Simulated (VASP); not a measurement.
All values below come from PBE GGA, VASP's PBE PAW potentials (set 64) (plane waves; VASP 6.6.1).

The input files of a VASP run:

File POSCAR:
```
Al36N35Si
1
    4.6932676572    -8.1289780182     0.0000000000
    4.6932676572     8.1289780182     0.0000000000
    0.0000000000     0.0000000000    10.0192026154
Al N Si
36 35 1
Direct
  0.2222220000   0.1111110000   0.2500000000
  0.1111110000   0.2222220000   0.0000000000
  0.2222220000   0.1111110000   0.7500000000
  0.1111110000   0.2222220000   0.5000000000
  0.2222220000   0.4444440000   0.2500000000
  0.1111110000   0.5555560000   0.0000000000
  0.2222220000   0.4444440000   0.7500000000
  0.1111110000   0.5555560000   0.5000000000
  0.2222220000   0.7777780000   0.2500000000
  0.1111110000   0.8888890000   0.0000000000
  0.2222220000   0.7777780000   0.7500000000
  0.1111110000   0.8888890000   0.5000000000
  0.5555560000   0.1111110000   0.2500000000
  0.4444440000   0.2222220000   0.0000000000
  0.5555560000   0.1111110000   0.7500000000
  0.4421210000   0.2199670000   0.4967400000
  0.5545620000   0.4382530000   0.2461940000
  0.4444440000   0.5555560000   0.0000000000
  0.5505400000   0.4388710000   0.7536110000
  0.4492610000   0.5550820000   0.4979540000
  0.5555560000   0.7777780000   0.2500000000
  0.4444440000   0.8888890000   0.0000000000
  0.5555560000   0.7777780000   0.7500000000
  0.4444440000   0.8888890000   0.5000000000
  0.8888890000   0.1111110000   0.2500000000
  0.7777780000   0.2222220000   0.0000000000
  0.8888890000   0.1111110000   0.7500000000
  0.7777780000   0.2222220000   0.5000000000
  0.8888890000   0.4444440000   0.2500000000
  0.7777780000   0.5555560000   0.0000000000
  0.8888890000   0.4444440000   0.7500000000
  0.7826530000   0.5572340000   0.5012060000
  0.8888890000   0.7777780000   0.2500000000
  0.7777780000   0.8888890000   0.0000000000
  0.8888890000   0.7777780000   0.7500000000
  0.7777780000   0.8888890000   0.5000000000
  0.2239540000   0.1172040000   0.4367780000
  0.1111110000   0.2222220000   0.1910000000
  0.2222220000   0.1111110000   0.9410000000
  0.1111110000   0.2222220000   0.6910000000
  0.2173680000   0.4446610000   0.4371080000
  0.1111110000   0.5555560000   0.1910000000
  0.2222220000   0.4444440000   0.9410000000
  0.1111110000   0.5555560000   0.6910000000
  0.2222220000   0.7777780000   0.4410000000
  0.1111110000   0.8888890000   0.1910000000
  0.2222220000   0.7777780000   0.9410000000
  0.1111110000   0.8888890000   0.6910000000
  0.5575100000   0.1174250000   0.4372910000
  0.4426550000   0.2156580000   0.1906660000
  0.5555560000   0.1111110000   0.9410000000
  0.4463840000   0.2262090000   0.6916480000
  0.4454930000   0.5584840000   0.1861410000
  0.5555560000   0.4444440000   0.9410000000
  0.4493140000   0.5599430000   0.6864110000
  0.5534450000   0.7775900000   0.4430890000
  0.4444440000   0.8888890000   0.1910000000
  0.5555560000   0.7777780000   0.9410000000
  0.4444440000   0.8888890000   0.6910000000
  0.8888890000   0.1111110000   0.4410000000
  0.7777780000   0.2222220000   0.1910000000
  0.8888890000   0.1111110000   0.9410000000
  0.7777780000   0.2222220000   0.6910000000
  0.8955160000   0.4457470000   0.4410900000
  0.7789280000   0.5520010000   0.1883720000
  0.8888890000   0.4444440000   0.9410000000
  0.7817770000   0.5611780000   0.6887900000
  0.8838770000   0.7723260000   0.4440760000
  0.7777780000   0.8888890000   0.1910000000
  0.8888890000   0.7777780000   0.9410000000
  0.7777780000   0.8888890000   0.6910000000
  0.5564320000   0.4404510000   0.4458370000
```

### INCAR
```
GGA  =  PE
LREAL  =  Auto
NELMIN  =  4
LWAVE  =  .TRUE.
PREC  =  Normal
ISIF  =  2   # forces and stress, cell fixed
NSW  =  60   # most ionic steps
LORBIT  =  10
EDIFFG  =  -0.03
ISYM  =  0
SIGMA  =  0.05
ISMEAR  =  0
LCHARG  =  .FALSE.
ALGO  =  Fast
SYSTEM  =  Al36N35Si
ENCUT  =  400
NELM  =  100
ISPIN  =  2   # spin-polarised
LASPH  =  .TRUE.   # aspherical one-centre terms
EDIFF  =  1E-5   # SCF stop (eV)
NUPDOWN  =  1
MAGMOM  =  72*0.0139
IBRION  =  2   # conjugate gradients
```

**KPOINTS**
```
Automatic mesh
0
Gamma
1 1 1
0 0 0
```

POTCAR, in this order: Al N Si (PBE.64 set). Program: vasp_gam.

Question: What will the output report for the number of irreducible k-points (NKPTS), largest plane-wave count, FFT grid (NGX, NGY, NGZ)?

Answer: 
- number of irreducible k-points (NKPTS) = 1
- largest plane-wave count = 6983
- FFT grid (NGX, NGY, NGZ) = 48 × 48 × 50

The cell is a supercell with a defect, built from AlN (wurtzite): Si_N.
